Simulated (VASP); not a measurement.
The input files of a VASP run:

INCAR:
```
! general
SYSTEM   =  WAl
PREC     =  Accurate
ENCUT    =  400
LREAL    =  .FALSE.
LASPH    =  .TRUE.

! electronic loop
EDIFF    =  1E-7
NELM     =  100
ALGO     =  Normal
LMAXMIX  =  6

! smearing
ISMEAR   =  -5

! functional
GGA      =  PS

! ions
ISIF     =  2

! output
LWAVE    =  .FALSE.
LCHARG   =  .TRUE.
LORBIT   =  11
NEDOS    =  601

! other
LEFG     =  .TRUE.
```

File POSCAR:
```
WAl
1
    2.8276659865     0.0000000000     0.0000000000
   -1.4138329932     2.4488306086    -0.0000000000
   -0.0000000000    -0.0000000000     8.8362482676
W Al
2 2
Direct
  0.0000000000   0.0000000000   0.0000000000
  0.0000000000   0.0000000000   0.5000000000
  0.3333330000   0.6666670000   0.2500000000
  0.6666670000   0.3333330000   0.7500000000
```

KPOINTS:
```
K-points
0
Gamma
14 14 4
0 0 0
```

POTCAR, in this order: W_sv Al (PBE.64 set). Program: vasp_std.

Translate this PBEsol calculation to Ansatz.

One equivalent input (not run):
Ansatz 0.2 input:
```yaml
crystal:
  lattice:
    - [2.8276660, 0.0000000, 0.0000000]
    - [-1.4138330, 2.4488306, 0.0000000]
    - [0.0000000, 0.0000000, 8.8362483]
  atoms:
    - { symbol: W, position: [0.0000000, 0.0000000, 0.0000000] }
    - { symbol: W, position: [0.0000000, 0.0000000, 0.5000000] }
    - { symbol: Al, position: [0.3333330, 0.6666670, 0.2500000] }
    - { symbol: Al, position: [0.6666670, 0.3333330, 0.7500000] }
kpoints:
  mp_grid: { grid: [14, 14, 4] }
hamiltonian:
  xc: pbesol
  pseudopotentials: { kind: paw }
scf:
  occupations: { method: tetrahedron }
  max_iter: 100
output: { forces: true, stress: true, eigenvalues: true }
```
What does not carry over: each code has its own PAW files, so the cut-off isn't converted (ENCUT is set for VASP's; basis.ecutwfc is left out, and Ansatz then takes the one that its files recommend); Ansatz stops its SCF on the density residual and VASP on the energy change (EDIFF); the field gradients of LEFG aren't asked of the other code.

The structure was generated: WAl was put into the NiAs type type (P6_3/mmc), which need not be its known phase. It was relaxed first, which changed the volume by -45 %.
